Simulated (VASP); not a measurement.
Input for VASP

**INCAR**
```
SYSTEM = Sc
PREC = Accurate
ENCUT = 400
EDIFF = 1E-6
NELM = 100
ALGO = Normal
LREAL = .FALSE.
LASPH = .TRUE.
ISMEAR = 1
SIGMA = 0.1
GGA = PE
LMAXMIX = 4
LWAVE = .FALSE.
LCHARG = .FALSE.
ISIF = 2
NBANDS = 9
```

POSCAR:
```
Sc
1
    1.6550000000    -2.8665440000     0.0000000000
    1.6550000000     2.8665440000     0.0000000000
    0.0000000000     0.0000000000     5.2700000000
Sc
2
Direct
  0.3333330000   0.6666670000   0.2500000000
  0.6666670000   0.3333330000   0.7500000000
```

KPOINTS:
```
Automatic mesh
0
Gamma
10 10 5
0 0 0
```

POTCAR, in this order: Sc_sv (PBE.64 set). Program: vasp_std.

The resulting files:

File standard output:
```
 POSCAR found type information on POSCAR Sc
 POSCAR found :  1 types and       2 ions
 Reading from existing POTCAR
 Reading from existing POTCAR
 LDA part: xc-table for (Slater+PW92), standard interpolation

 -----------------------------------------------------------------------------
|                                                                             |
|     EEEEEEE  RRRRRR   RRRRRR   OOOOOOO  RRRRRR      ###     ###     ###     |
|     E        R     R  R     R  O     O  R     R     ###     ###     ###     |
|     E        R     R  R     R  O     O  R     R     ###     ###     ###     |
|     EEEEE    RRRRRR   RRRRRR   O     O  RRRRRR       #       #       #      |
|     E        R   R    R   R    O     O  R   R                               |
|     E        R    R   R    R   O     O  R    R      ###     ###     ###     |
|     EEEEEEE  R     R  R     R  OOOOOOO  R     R     ###     ###     ###     |
|                                                                             |
|     The number of bands is not sufficient to hold all electrons. I am       |
|     sorry, but this calculation does not make sense. If you want to         |
|     calculate only selected states, you need to set either EFERMI or        |
|     EREF. EREF specifies around which energy states are supposed to be      |
|     calculated.                                                             |
|     I found NBANDS = 9, NELECT = 22.                                        |
|                                                                             |
|       ---->  I REFUSE TO CONTINUE WITH THIS SICK JOB ... BYE!!! <----       |
|                                                                             |
 -----------------------------------------------------------------------------
```

### Question
From input and log, find the fault in this run and mend it.

### Answer
The cause: NBANDS is too small to hold all electrons. VASP stops with an error: The number of bands is not sufficient to hold all electrons. I am sorry, but this calculation does not make sense. If you want to calculate only selected states, you need to set either EFERMI or EREF. EREF specifies around which energy states are supposed to be calculated. I found NBANDS = 9, NELECT = 22. ----> I REFUSE TO CONTINUE WITH THIS SICK JOB ... BYE!!! <---- To mend it, remove NBANDS.

The mended run (PBE GGA, plane waves, VASP's PBE PAW potentials (set 64)) converges, and its OSZICAR ends with
```
   1 F= -.12485920E+02 E0= -.12484619E+02  d E =-.390333E-02
```

The compound is Sc in the hcp structure. The cell was not relaxed at this level.
